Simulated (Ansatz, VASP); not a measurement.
# TePd in two plane-wave programs

One calculation is typed for both programs; each brings its own data sets and cutoff. How far apart do they land? The cell is taken from a series of VASP runs on this material, whose earlier steps may have relaxed, scaled or displaced it; both programs get it as it stands.

Program: Ansatz 0.2.0. Level of theory: plane waves, with VASP 6.6.1 beside it; zone-centre phonons at PBEsol. Results are calculated unless marked as measured.

## (1) The structure

It takes space group P6_3/mmc (No. 194, hexagonal). The conventional cell has a = 4.157 Å, b = 4.157 Å, c = 5.615 Å, α = 90.00°, β = 90.00°, γ = 120.00°. Te has 6 Pd at 2.78 Å nearest. Pd has 6 Te at 2.78 Å and 2 Pd at 2.81 Å nearest. Farther neighbours and most contacts between anions are not listed.

## (2) VASP: zone-centre phonons, PBEsol

Second derivatives magnify differences that forces hide, and they need a tight electronic threshold.

Lines of VASP's logs that name or quote its potential files are left out, and so is its time.

The input, INCAR:

```
SYSTEM = TePd
PREC = Accurate
ENCUT = 400
EDIFF = 1E-08
NELM = 100
ISMEAR = 1
SIGMA = 0.2
LREAL = .FALSE.
ALGO = Normal
GGA = PS
NBANDS = 22
LASPH = .TRUE.
LORBIT = 11
LWAVE = .FALSE.
LCHARG = .FALSE.
KPAR = 4
IBRION = 8
ISIF = 2
```

The input, POSCAR:

```
TePd
1.0
    4.1568387541      0.0000000000      0.0000000000
   -2.0784193771      3.5999279605      0.0000000000
    0.0000000000      0.0000000000      5.6148976823
Te Pd
2 2
Direct
    0.3333333333      0.6666666667      0.2500000000
    0.6666666667      0.3333333333      0.7500000000
    0.0000000000      0.0000000000      0.0000000000
    0.0000000000      0.0000000000      0.5000000000
```

The input, KPOINTS:

```
Automatic mesh
0
Gamma
11 11 7
0 0 0
```

PAW data sets: Te and Pd (PBE family, release 64).

Run with:

```console
mpirun -np 4 vasp_std
```

Numbers of over 12 decimals in the logs are rounded to 6 here.

The program printed:

```text
[banner, memory and clock lines left out]
running    4 mpi-ranks, on    1 nodes
 distrk:  each k-point on    1 cores,    4 groups
 distr:  one band on    1 cores,    1 groups

 POSCAR found type information on POSCAR TePd
 POSCAR found :  2 types and       4 ions
|                                                                             |
|               ----> ADVICE to this user running VASP <----                  |
|                                                                             |
|     You enforced a specific xc type in the INCAR file but a different       |
|     [... a line on the potential file left out ...]
|     I HOPE YOU KNOW WHAT YOU ARE DOING!                                     |
|                                                                             |

 LDA part: xc-table for (Slater+PW92), standard interpolation
 POSCAR, INCAR and KPOINTS ok, starting setup
 FFT: planning ... GRIDC
 FFT: planning ... GRID_SOFT
 FFT: planning ... GRID
 WAVECAR not read
 entering main loop
       N       E                     dE             d eps       ncg     rms          rms(c)
DAV:   1     0.146552998285E+03    0.14655E+03   -0.11862E+04  2816   0.103E+03
DAV:   2    -0.146345974734E+02   -0.16119E+03   -0.15040E+03  3228   0.230E+02
DAV:   3    -0.207321883286E+02   -0.60976E+01   -0.59776E+01  3384   0.452E+01
DAV:   4    -0.208213846117E+02   -0.89196E-01   -0.89149E-01  3294   0.594E+00
DAV:   5    -0.208231947968E+02   -0.18102E-02   -0.18101E-02  3412   0.810E-01    0.162E+01
DAV:   6    -0.205921790992E+02    0.23102E+00   -0.71064E-01  3014   0.788E+00    0.951E+00
DAV:   7    -0.205462648098E+02    0.45914E-01   -0.27881E-01  3032   0.512E+00    0.261E+00
DAV:   8    -0.205097697981E+02    0.36495E-01   -0.14688E-01  2984   0.383E+00    0.107E+00
DAV:   9    -0.205100985848E+02   -0.32879E-03   -0.51730E-03  3320   0.415E-01    0.800E-01
DAV:  10    -0.205095986869E+02    0.49990E-03   -0.48867E-03  3026   0.565E-01    0.264E-01
DAV:  11    -0.205093166613E+02    0.28203E-03   -0.38345E-04  3272   0.207E-01    0.211E-01
DAV:  12    -0.205092850741E+02    0.31587E-04   -0.97934E-05  3116   0.632E-02    0.758E-02
DAV:  13    -0.205092768172E+02    0.82568E-05   -0.10010E-05  3326   0.246E-02    0.236E-02
DAV:  14    -0.205092741671E+02    0.26502E-05   -0.42994E-06  3146   0.186E-02    0.749E-03
DAV:  15    -0.205092738159E+02    0.35118E-06   -0.13621E-06  3248   0.913E-03    0.212E-03
DAV:  16    -0.205092738462E+02   -0.30373E-07   -0.60990E-08  3110   0.155E-03    0.418E-03
DAV:  17    -0.205092738523E+02   -0.60686E-08   -0.61360E-09  1648   0.742E-04
   1 F= -.20509274E+02 E0= -.20508642E+02  d E =-.189650E-02
 Linear response reoptimize wavefunctions to high precision
DAV:   1    -0.205092738562E+02   -0.39004E-08   -0.70978E-09  2910   0.529E-04
DAV:   2    -0.205092738562E+02    0.21373E-10   -0.30851E-10  1564   0.125E-04
 Linear response DOF=           4
 Linear response progress:
  Degree of freedom:   1/  4
       N       E                     dE             d eps       ncg     rms          rms(c)
RMM:   1    -0.442256853787E-01   -0.44226E-01    0.46960E-02 27570   0.989E-01
RMM:   2    -0.434047513864E-01    0.82093E-03   -0.15906E-03 16522   0.216E-01    0.955E-02
RMM:   3    -0.432603291688E-01    0.14442E-03   -0.85296E-05 17298   0.487E-02    0.635E-02
RMM:   4    -0.431519032937E-01    0.10843E-03   -0.34355E-05 17884   0.283E-02    0.140E-02
RMM:   5    -0.431521905284E-01   -0.28723E-06   -0.16231E-06 18043   0.630E-03    0.705E-03
RMM:   6    -0.431545925984E-01   -0.24021E-05   -0.39531E-07 18141   0.190E-03    0.275E-03
RMM:   7    -0.431554662042E-01   -0.87361E-06    0.77568E-09 18281   0.525E-04    0.102E-03
RMM:   8    -0.431554269940E-01    0.39210E-07    0.27763E-07 18468   0.159E-04    0.277E-04
RMM:   9    -0.431553346564E-01    0.92338E-07    0.22830E-08 18572   0.639E-05    0.835E-05
RMM:  10    -0.431553168539E-01    0.17803E-07    0.57889E-09 18449   0.334E-05    0.294E-05
RMM:  11    -0.431553387229E-01   -0.21869E-07   -0.11995E-08 18781   0.136E-05    0.688E-06
RMM:  12    -0.431553440870E-01   -0.53641E-08    0.98596E-09 17607   0.807E-06    0.118E-06
 first order change of Fermi-energy  -0.22461E-04
 force on displaced ion       1 direction 1 :  -4.526  -0.001   0.000
 Linear response progress:
  Degree of freedom:   2/  4
       N       E                     dE             d eps       ncg     rms          rms(c)
RMM:   1    -0.562127484900E-01   -0.56213E-01    0.47460E-02 10673   0.103E+00
RMM:   2    -0.543431632989E-01    0.18696E-02   -0.17371E-03  6389   0.234E-01    0.134E-01
RMM:   3    -0.543116528914E-01    0.31510E-04   -0.13276E-03  6522   0.198E-01    0.160E-01
RMM:   4    -0.540807104184E-01    0.23094E-03   -0.41199E-04  6400   0.111E-01    0.736E-02
RMM:   5    -0.539740621348E-01    0.10665E-03   -0.12675E-05  6857   0.185E-02    0.306E-03
RMM:   6    -0.539771931241E-01   -0.31310E-05   -0.53603E-07  6902   0.403E-03    0.241E-03
RMM:   7    -0.539784561963E-01   -0.12631E-05   -0.19435E-07  6925   0.159E-03    0.886E-04
RMM:   8    -0.539775773080E-01    0.87889E-06   -0.20939E-07  7025   0.497E-04    0.241E-04
RMM:   9    -0.539773812037E-01    0.19610E-06   -0.51434E-10  7004   0.167E-04    0.416E-05
RMM:  10    -0.539773444300E-01    0.36774E-07   -0.51292E-08  7125   0.590E-05    0.217E-05
RMM:  11    -0.539773421258E-01    0.23042E-08   -0.44988E-09  7064   0.324E-05    0.617E-06
 first order change of Fermi-energy   0.77676E-04
 force on displaced ion       1 direction 3 :   0.000  -0.000  -5.145
 Linear response progress:
  Degree of freedom:   3/  4
       N       E                     dE             d eps       ncg     rms          rms(c)
RMM:   1    -0.263338547811E+00   -0.26334E+00   -0.26875E-01 16928   0.315E+00
RMM:   2    -0.259542403564E+00    0.37961E-02   -0.53772E-03 15459   0.435E-01    0.107E-01
RMM:   3    -0.259855217186E+00   -0.31281E-03   -0.99198E-05 16352   0.684E-02    0.660E-02
RMM:   4    -0.260402979291E+00   -0.54776E-03   -0.13022E-04 16723   0.639E-02    0.108E-02
RMM:   5    -0.260345962468E+00    0.57017E-04   -0.20621E-06 17061   0.102E-02    0.650E-03
RMM:   6    -0.260274937625E+00    0.71025E-04   -0.26194E-06 16749   0.860E-03    0.114E-03
RMM:   7    -0.260283659025E+00   -0.87214E-05   -0.32002E-08 17063   0.249E-03    0.924E-04
RMM:   8    -0.260281508991E+00    0.21500E-05    0.19503E-07 17285   0.870E-04    0.765E-04
RMM:   9    -0.260272290505E+00    0.92185E-05   -0.97879E-09 16903   0.679E-04    0.802E-05
RMM:  10    -0.260271628565E+00    0.66194E-06    0.34414E-09 17848   0.208E-04    0.396E-05
RMM:  11    -0.260271497811E+00    0.13075E-06   -0.80406E-08 17329   0.630E-05    0.205E-05
RMM:  12    -0.260271606182E+00   -0.10837E-06   -0.76273E-09 17415   0.342E-05    0.572E-06
RMM:  13    -0.260271664711E+00   -0.58529E-07   -0.11355E-08 18153   0.176E-05    0.158E-06
RMM:  14    -0.260271674676E+00   -0.99648E-08   -0.17709E-09 15983   0.116E-05    0.660E-07
 first order change of Fermi-energy   0.80856E-04
 force on displaced ion       3 direction 1 :  -3.111   0.000   0.000
 Linear response progress:
  Degree of freedom:   4/  4
       N       E                     dE             d eps       ncg     rms          rms(c)
RMM:   1    -0.272794624117E+00   -0.27279E+00   -0.28076E-01  6857   0.318E+00
RMM:   2    -0.266634928612E+00    0.61597E-02   -0.50221E-03  6204   0.441E-01    0.104E-01
RMM:   3    -0.266907981711E+00   -0.27305E-03   -0.13302E-04  6494   0.746E-02    0.614E-02
RMM:   4    -0.267328140004E+00   -0.42016E-03   -0.12202E-04  6686   0.595E-02    0.948E-03
RMM:   5    -0.267322148314E+00    0.59917E-05   -0.19568E-06  6843   0.960E-03    0.558E-03
RMM:   6    -0.267301113714E+00    0.21035E-04   -0.10008E-06  6746   0.603E-03    0.310E-03
RMM:   7    -0.267296036175E+00    0.50775E-05   -0.13635E-07  6793   0.307E-03    0.672E-04
RMM:   8    -0.267295334477E+00    0.70170E-06    0.67827E-07  6967   0.766E-04    0.350E-04
RMM:   9    -0.267290032854E+00    0.53016E-05    0.80638E-08  6970   0.302E-04    0.574E-05
RMM:  10    -0.267289681127E+00    0.35173E-06    0.16790E-07  7087   0.955E-05    0.226E-05
RMM:  11    -0.267289529764E+00    0.15136E-06   -0.37808E-08  7075   0.380E-05    0.119E-05
RMM:  12    -0.267289488773E+00    0.40991E-07   -0.12699E-08  7064   0.204E-05    0.321E-06
RMM:  13    -0.267289510230E+00   -0.21457E-07   -0.33530E-09  7105   0.122E-05    0.199E-06
RMM:  14    -0.267289512510E+00   -0.22792E-08   -0.53549E-10  5606   0.992E-06    0.464E-07
 first order change of Fermi-energy  -0.85951E-04
 force on displaced ion       3 direction 3 :   0.000   0.000  -7.972
 Linear response finished
```

OUTCAR, selected parts (step 2):

```text
ion  position               nearest neighbor table
   1  0.333  0.667  0.250-   3 2.78   4 2.78   3 2.78   4 2.78   3 2.78   4 2.78
   2  0.667  0.333  0.750-   3 2.78   4 2.78   3 2.78   4 2.78   3 2.78   4 2.78
   3  0.000  0.000  0.000-   1 2.78   2 2.78   2 2.78   1 2.78   2 2.78   1 2.78   4 2.81   4 2.81

  LATTYP: Found a hexagonal cell.
 ALAT       =     4.1568387541
 C/A-ratio  =     1.3507614835

 Subroutine GETGRP returns: Found 24 space group operations
 (whereof 12 operations were pure point group operations)

The static configuration has the point symmetry D_3d.
 The point group associated with its full space group is D_6h.

 Found     64 irreducible k-points:

   k-points           NKPTS =     64   k-points in BZ     NKDIM =     64   number of bands    NBANDS=     22

   dimension x,y,z NGX =    28 NGY =   28 NGZ =   40
   dimension x,y,z NGXF=    56 NGYF=   56 NGZF=   80

   ENCUT  =  400.0 eV  29.40 Ry    5.42 a.u.   6.78  6.78  9.16*2*pi/ulx,y,z

   NELECT =      32.0000    total number of electrons

 k-points in reciprocal lattice and weights: Automatic mesh
   0.00000000  0.00000000  0.00000000       0.001
   0.09090909 -0.00000000  0.00000000       0.007
   0.18181818  0.00000000  0.00000000       0.007
   0.27272727 -0.00000000  0.00000000       0.007
   0.36363636  0.00000000  0.00000000       0.007
   0.45454545 -0.00000000  0.00000000       0.007
   0.09090909  0.09090909  0.00000000       0.007
   0.18181818  0.09090909  0.00000000       0.014
   0.27272727  0.09090909  0.00000000       0.014
[...]
0.27272727  0.27272727  0.42857143       0.014
   0.36363636  0.27272727  0.42857143       0.014

 average (electrostatic) potential at core
       1 -85.8327       2 -85.8327       3 -71.4947       4 -71.4947

  Total       -0.0395708     -0.0395708     -0.1010962      0.0000000     -0.0000000      0.0000000
  in kB       -0.7545470     -0.7545470     -1.9277324      0.0000000     -0.0000000      0.0000000
  external PRESSURE =      -1.1456088 kB  Pullay stress =       0.0000000 kB

  energy-cutoff  :      400.00
  volume of cell :       84.02
      direct lattice vectors                 reciprocal lattice vectors
     4.156838754  0.000000000  0.000000000     0.240567426  0.138891668  0.000000000
    -2.078419377  3.599927961  0.000000000     0.000000000  0.277783336  0.000000000
     0.000000000  0.000000000  5.614897682     0.000000000  0.000000000  0.178097635

 POSITION                                       TOTAL-FORCE (eV/Angst)
 -----------------------------------------------------------------------------------
     -0.00000      2.39995      1.40372        -0.000000     -0.000000      0.000000
      2.07842      1.19998      4.21117         0.000000      0.000000      0.000000
      0.00000      0.00000      0.00000        -0.000000      0.000000      0.000000
      0.00000      0.00000      2.80745        -0.000000      0.000000      0.000000
 -----------------------------------------------------------------------------------
    total drift:                                0.000000     -0.000000      0.000000

 Eigenvectors and eigenvalues of the dynamical matrix
 ----------------------------------------------------

   1 f  =    5.468966 THz    34.362524 2PiTHz  182.425054 cm-1    22.617814 meV
             X         Y         Z           dx          dy          dz
     -0.000000  2.399952  1.403724     0.000000    0.000000    0.000000
      2.078419  1.199976  4.211173     0.000000    0.000000    0.000000
      0.000000  0.000000  0.000000    -0.000000   -0.000000    0.707107
      0.000000  0.000000  2.807449    -0.000000   -0.000000   -0.707107

   2 f  =    4.014312 THz    25.222665 2PiTHz  133.903027 cm-1    16.601852 meV
             X         Y         Z           dx          dy          dz
     -0.000000  2.399952  1.403724    -0.288964    0.379125   -0.000000
      2.078419  1.199976  4.211173    -0.288964    0.379125    0.000000
      0.000000  0.000000  0.000000     0.316591   -0.415372    0.000000
      0.000000  0.000000  2.807449     0.316591   -0.415372    0.000000

   3 f  =    4.014312 THz    25.222665 2PiTHz  133.903027 cm-1    16.601852 meV
             X         Y         Z           dx          dy          dz
     -0.000000  2.399952  1.403724    -0.379125   -0.288964   -0.000000
      2.078419  1.199976  4.211173    -0.379125   -0.288964    0.000000
      0.000000  0.000000  0.000000     0.415372    0.316591   -0.000000
      0.000000  0.000000  2.807449     0.415372    0.316591   -0.000000

   4 f  =    3.754360 THz    23.589340 2PiTHz  125.231973 cm-1    15.526779 meV
             X         Y         Z           dx          dy          dz
     -0.000000  2.399952  1.403724     0.000000    0.000000   -0.707107
      2.078419  1.199976  4.211173     0.000000   -0.000000    0.707107
      0.000000  0.000000  0.000000    -0.000000   -0.000000   -0.000000
      0.000000  0.000000  2.807449    -0.000000    0.000000    0.000000

   5 f  =    3.510465 THz    22.056903 2PiTHz  117.096515 cm-1    14.518111 meV
             X         Y         Z           dx          dy          dz
     -0.000000  2.399952  1.403724    -0.000000   -0.000000   -0.477315
      2.078419  1.199976  4.211173    -0.000000   -0.000000   -0.477315
      0.000000  0.000000  0.000000     0.000000    0.000000    0.521699
      0.000000  0.000000  2.807449    -0.000000    0.000000    0.521699

   6 f  =    3.164364 THz    19.882286 2PiTHz  105.551827 cm-1    13.086753 meV
             X         Y         Z           dx          dy          dz
     -0.000000  2.399952  1.403724     0.428632   -0.562383   -0.000000
      2.078419  1.199976  4.211173    -0.428632    0.562383    0.000000
      0.000000  0.000000  0.000000     0.000000   -0.000000    0.000000
      0.000000  0.000000  2.807449     0.000000    0.000000   -0.000000

   7 f  =    3.164364 THz    19.882286 2PiTHz  105.551827 cm-1    13.086753 meV
             X         Y         Z           dx          dy          dz
     -0.000000  2.399952  1.403724    -0.562383   -0.428632   -0.000000
      2.078419  1.199976  4.211173     0.562383    0.428632    0.000000
      0.000000  0.000000  0.000000    -0.000000   -0.000000    0.000000
      0.000000  0.000000  2.807449    -0.000000   -0.000000   -0.000000

   8 f  =    2.344979 THz    14.733938 2PiTHz   78.220080 cm-1     9.698050 meV
             X         Y         Z           dx          dy          dz
     -0.000000  2.399952  1.403724     0.000000    0.000000   -0.000000
      2.078419  1.199976  4.211173     0.000000    0.000000   -0.000000
      0.000000  0.000000  0.000000     0.428624   -0.562389   -0.000000
      0.000000  0.000000  2.807449    -0.428624    0.562389   -0.000000

   9 f  =    2.344979 THz    14.733938 2PiTHz   78.220080 cm-1     9.698050 meV
             X         Y         Z           dx          dy          dz
     -0.000000  2.399952  1.403724    -0.000000    0.000000   -0.000000
      2.078419  1.199976  4.211173    -0.000000    0.000000   -0.000000
      0.000000  0.000000  0.000000    -0.562389   -0.428624   -0.000000
      0.000000  0.000000  2.807449     0.562389    0.428624   -0.000000

  10 f/i=    0.001109 THz     0.006967 2PiTHz    0.036984 cm-1     0.004585 meV
             X         Y         Z           dx          dy          dz
     -0.000000  2.399952  1.403724    -0.086742    0.515014   -0.000000
      2.078419  1.199976  4.211173    -0.086742    0.515014   -0.000000
      0.000000  0.000000  0.000000    -0.079172    0.470072   -0.000000
      0.000000  0.000000  2.807449    -0.079172    0.470072   -0.000000

  11 f/i=    0.001109 THz     0.006967 2PiTHz    0.036984 cm-1     0.004585 meV
             X         Y         Z           dx          dy          dz
     -0.000000  2.399952  1.403724    -0.515014   -0.086742    0.000000
      2.078419  1.199976  4.211173    -0.515014   -0.086742    0.000000
      0.000000  0.000000  0.000000    -0.470072   -0.079172    0.000000
      0.000000  0.000000  2.807449    -0.470072   -0.079172    0.000000

  12 f/i=    0.003214 THz     0.020197 2PiTHz    0.107220 cm-1     0.013294 meV
             X         Y         Z           dx          dy          dz
     -0.000000  2.399952  1.403724     0.000000   -0.000000   -0.521699
      2.078419  1.199976  4.211173     0.000000   -0.000000   -0.521699
      0.000000  0.000000  0.000000     0.000000   -0.000000   -0.477315
      0.000000  0.000000  2.807449     0.000000   -0.000000   -0.477315

 ELASTIC MODULI CONTR FROM IONIC RELAXATION (kBar)
 Direction    XX          YY          ZZ          XY          YZ          ZX
 --------------------------------------------------------------------------------
 XX         -30.6355     30.6355      0.0000      0.0000     -0.0000     -0.0000
 YY          30.6355    -30.6355     -0.0000      0.0000      0.0000      0.0000
 ZZ           0.0000     -0.0000     -0.0000      0.0000      0.0000      0.0000
 XY           0.0000      0.0000      0.0000    -30.6355      0.0000      0.0000
 YZ          -0.0000      0.0000      0.0000      0.0000     -0.0000     -0.0000
 ZX          -0.0000      0.0000      0.0000      0.0000     -0.0000     -0.0000
 --------------------------------------------------------------------------------
```

Energies printed during the response cycles are not total energies of the cell.

(Part 1 of 2 ends here.)

[Lines on the potential files, build, host, timing and source positions are cut from VASP's logs without a mark.]

[Logs are printed without paths, hosts, clocks, repeated set-up lines and the standing remarks that a program may print on its own settings, such as how far it seeks lower states.]

[Hosts, paths, dates, database ids (printed as entryN), source tags and the programs' standing remarks are cut or masked in the printed files.]
